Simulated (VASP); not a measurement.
Computed with PBE GGA with D4 dispersion, VASP's PBE PAW potentials (set 64) (plane waves; VASP).

VASP input:

**INCAR**
```
ALGO  =  Normal
EDIFF  =  1E-7
ENCUT  =  520
GGA  =  PE
ISIF  =  2
ISMEAR  =  0
IVDW  =  13
LASPH  =  .TRUE.
LCHARG  =  .FALSE.
LMAXMIX  =  4
LREAL  =  .FALSE.
LWAVE  =  .FALSE.
NELM  =  100
PREC  =  Accurate
SIGMA  =  0.05
SYSTEM  =  AgCl
```

File KPOINTS:
```
K-points
0
G
  8 8 8
0 0 0
```

### POSCAR
```
AgCl
1
    0.0000000000     2.7827470288     2.7827470288
    2.7827470288     0.0000000000     2.7827470288
    2.7827470288     2.7827470288     0.0000000000
Ag Cl
1 1
Direct
  0.0000000000   0.0000000000   0.0000000000
  0.5000000000   0.5000000000   0.5000000000
```

POTCAR, in this order: Ag Cl (PBE.64 set). Program: vasp_std.

Output

### OSZICAR
```
       N       E                     dE             d eps       ncg     rms          rms(c)
DAV:   1     0.103794572375E+03    0.10379E+03   -0.88498E+03   762   0.125E+03
DAV:   2    -0.111735886451E+01   -0.10491E+03   -0.97857E+02   869   0.254E+02
DAV:   3    -0.554357116382E+01   -0.44262E+01   -0.44059E+01   874   0.570E+01
DAV:   4    -0.558278820451E+01   -0.39217E-01   -0.39201E-01   864   0.583E+00
DAV:   5    -0.558334296255E+01   -0.55476E-03   -0.55475E-03   884   0.709E-01    0.623E+00
DAV:   6    -0.540229871458E+01    0.18104E+00   -0.33191E-01   835   0.791E+00    0.407E+00
DAV:   7    -0.539854046762E+01    0.37582E-02   -0.10365E-01   779   0.259E+00    0.199E+00
DAV:   8    -0.539788385977E+01    0.65661E-03   -0.55620E-03   799   0.938E-01    0.293E-01
DAV:   9    -0.539794125087E+01   -0.57391E-04   -0.70469E-04   834   0.392E-01    0.433E-02
DAV:  10    -0.539800779206E+01   -0.66541E-04   -0.10591E-04   779   0.105E-01    0.278E-02
DAV:  11    -0.539801378838E+01   -0.59963E-05   -0.60340E-06   829   0.221E-02    0.372E-03
DAV:  12    -0.539801385748E+01   -0.69108E-07   -0.32911E-07   894   0.749E-03
   1 F= -.60661291E+01 E0= -.60661291E+01  d E =-.459518E-13
```

**OUTCAR**
```
------------------------ aborting loop because EDIFF is reached ----------------------------------------
  Edisp (eV):   -0.66812
  FORCE on cell =-STRESS in cart. coord.  units (eV):
  Direction    XX          YY          ZZ          XY          YZ          ZX
  --------------------------------------------------------------------------------------
  Total      -0.36976    -0.36976    -0.36976     0.00000     0.00000    -0.00000
  in kB     -13.74595   -13.74595   -13.74595     0.00000     0.00000    -0.00000
  external pressure =      -13.75 kB  Pullay stress =        0.00 kB
  volume of cell :       43.10
      direct lattice vectors                 reciprocal lattice vectors
     0.000000000  2.782747029  2.782747029    -0.179678568  0.179678568  0.179678568
     2.782747029  0.000000000  2.782747029     0.179678568 -0.179678568  0.179678568
     2.782747029  2.782747029  0.000000000     0.179678568  0.179678568 -0.179678568
  FREE ENERGIE OF THE ION-ELECTRON SYSTEM (eV)
  ---------------------------------------------------
  free  energy   TOTEN  =        -6.0661290810 eV

  energy  without entropy=       -6.0661290810  energy(sigma->0) =       -6.06612908
```
(Selected blocks of OUTCAR.)

The compound is AgCl in the rock salt structure. This cell is one point of a volume scan, at 1.03 of the reference volume.
